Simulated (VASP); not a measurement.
Level of theory: LDA (Ceperley-Alder, Perdew-Zunger), VASP's LDA PAW potentials (set 64) (plane waves; VASP).

The input files of a VASP run:

INCAR:
```
ALGO = Normal
EDIFF = 1E-6
EDIFFG = -0.01
ENCUT = 520
IBRION = 2
ISIF = 3
ISMEAR = 0
LASPH = .True.
LCHARG = .False.
LREAL = .False.
LWAVE = .False.
NELM = 100
NSW = 60
PREC = Accurate
SIGMA = 0.05
SYSTEM = LiH
```

POSCAR:
```
LiH
1
    0.0000000000     1.9509900194     1.9509900194
    1.9509900194     0.0000000000     1.9509900194
    1.9509900194     1.9509900194    -0.0000000000
Li H
1 1
Direct
  0.0000000000   1.0000000000   1.0000000000
  0.5000000000   0.5000000000   0.5000000000
```

KPOINTS:
```
Automatic mesh
0
Gamma
10 10 10
0 0 0
```

POTCAR, in this order: Li_sv H (LDA.64 set). Program: vasp_std.

Output

OUTCAR:
```
 ion  position               nearest neighbor table
   1  0.000  0.000  0.000-
   2  0.500  0.500  0.500-
  LATTYP: Found a face centered cubic cell.
 ALAT       =     3.9019800388
 Subroutine PRICEL returns:
 Original cell was already a primitive cell.
 Subroutine GETGRP returns: Found 48 space group operations
The static configuration has the point symmetry O_h .
The dynamic configuration has the point symmetry O_h .
 Subroutine INISYM returns: Found 48 space group operations
 Subroutine IBZKPT returns following result:
 Found     47 irreducible k-points:

 Following reciprocal coordinates:
            Coordinates               Weight
  0.000000  0.000000  0.000000      1.000000
  0.100000  0.000000  0.000000      8.000000
  0.200000  0.000000  0.000000      8.000000
  0.300000  0.000000  0.000000      8.000000
  0.400000  0.000000  0.000000      8.000000
  0.500000  0.000000  0.000000      4.000000
  0.100000  0.100000  0.000000      6.000000
  0.200000  0.100000  0.000000     24.000000
  0.300000  0.100000  0.000000     24.000000
...
```

OSZICAR:
```
       N       E                     dE             d eps       ncg     rms          rms(c)
DAV:   1    -0.135114689625E+01   -0.13511E+01   -0.14031E+03   570   0.611E+02
DAV:   2    -0.667296750322E+01   -0.53218E+01   -0.53218E+01   840   0.691E+01
DAV:   3    -0.675501163208E+01   -0.82044E-01   -0.82044E-01   660   0.853E+00
DAV:   4    -0.675594447892E+01   -0.93285E-03   -0.93285E-03   816   0.656E-01
DAV:   5    -0.675594978869E+01   -0.53098E-05   -0.53098E-05   672   0.299E-02    0.285E+00
DAV:   6    -0.656174980050E+01    0.19420E+00   -0.17187E-01   678   0.180E+00    0.142E+00
DAV:   7    -0.649542814835E+01    0.66322E-01   -0.21417E-01   744   0.217E+00    0.210E-01
DAV:   8    -0.649632415032E+01   -0.89600E-03   -0.49735E-03   594   0.656E-01    0.500E-02
DAV:   9    -0.649625732904E+01    0.66821E-04   -0.31780E-04   834   0.104E-01    0.862E-03
DAV:  10    -0.649625673284E+01    0.59621E-06   -0.66004E-06   606   0.251E-02
   1 F= -.64962567E+01 E0= -.64962567E+01  d E =-.649626E+01
```

OUTCAR:
```
------------------------ aborting loop because EDIFF is reached ----------------------------------------
  FORCE on cell =-STRESS in cart. coord.  units (eV):
  Direction    XX          YY          ZZ          XY          YZ          ZX
  --------------------------------------------------------------------------------------
  Total       -0.0000110     -0.0000110     -0.0000110     -0.0000000     -0.0000000      0.0000000
  in kB       -0.0011847     -0.0011847     -0.0011847     -0.0000000     -0.0000000      0.0000000
  external PRESSURE =      -0.0011847 kB  Pullay stress =       0.0000000 kB
  volume of cell :       14.85
      direct lattice vectors                 reciprocal lattice vectors
     0.000000000  1.950990019  1.950990019    -0.256280142  0.256280142  0.256280142
     1.950990019  0.000000000  1.950990019     0.256280142 -0.256280142  0.256280142
     1.950990019  1.950990019  0.000000000     0.256280142  0.256280142 -0.256280142
  FREE ENERGIE OF THE ION-ELECTRON SYSTEM (eV)
  ---------------------------------------------------
  free  energy   TOTEN  =        -6.4962567328 eV

  energy  without entropy=       -6.4962567328  energy(sigma->0) =       -6.49625673

 reached required accuracy - stopping structural energy minimisation
```
(Selected blocks of OUTCAR.)

The compound is LiH in the rock salt structure. It was relaxed first, which changed the volume by -13 %. The start is the result of an earlier pass.
